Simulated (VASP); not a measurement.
```yaml
crystal:
  lattice:
    - [2.73028, 0.00000, 0.00000]
    - [-1.36514, 2.36449, 0.00000]
    - [0.00000, 0.00000, 8.73383]
  atoms:
    - { symbol: V, position: [0.00000, 0.00000, 0.00000] }
    - { symbol: V, position: [0.00000, 0.00000, 0.50000] }
    - { symbol: Al, position: [0.33333, 0.66667, 0.25000] }
    - { symbol: Al, position: [0.66667, 0.33333, 0.75000] }
```

Computed with PBEsol GGA, VASP's PBE PAW potentials (set 64) (plane waves; VASP 6.6.1). Numerical set-up: 400 eV cut-off, Gaussian smearing of 0.050 eV, potentials V_sv Al.

Problem. Give the energies of bands 9 to 19 at the high-symmetry points, in eV from the Fermi level.

Solution. 
```
band      Γ      M      K      A      L      H
----  -----  -----  -----  -----  -----  -----
9     -9.76  -4.29  -2.56  -9.32  -3.85  -2.35
10    -8.66  -4.09  -2.45  -9.32  -3.85  -2.35
11    -5.86  -3.11  -2.45  -4.50  -3.66  -2.11
12    -2.75  -2.52  -1.97  -4.50  -3.66  -2.11
13    -1.92  -2.44  -1.97  -1.24  -1.70  -1.99
14    -1.03  -1.97  -1.12  -1.24  -1.70  -1.99
15     0.59  -1.62  -1.12   0.59  -0.83  -1.09
16     0.59   0.24  -0.85   0.59  -0.83  -1.09
17     0.60   0.40  -0.59   0.59   1.18  -0.59
18     0.60   1.10  -0.59   0.59   1.18  -0.59
19     1.83   1.26   0.52   1.87   1.48   2.25
```

It has no gap at this level: it comes out as a metal or semimetal.

The structure was generated: VAl was put into the NiAs type type (P6_3/mmc), which need not be its known phase. It was relaxed first, which changed the volume by -44 %. The run is not spin-polarised, so no magnetic state was tried.
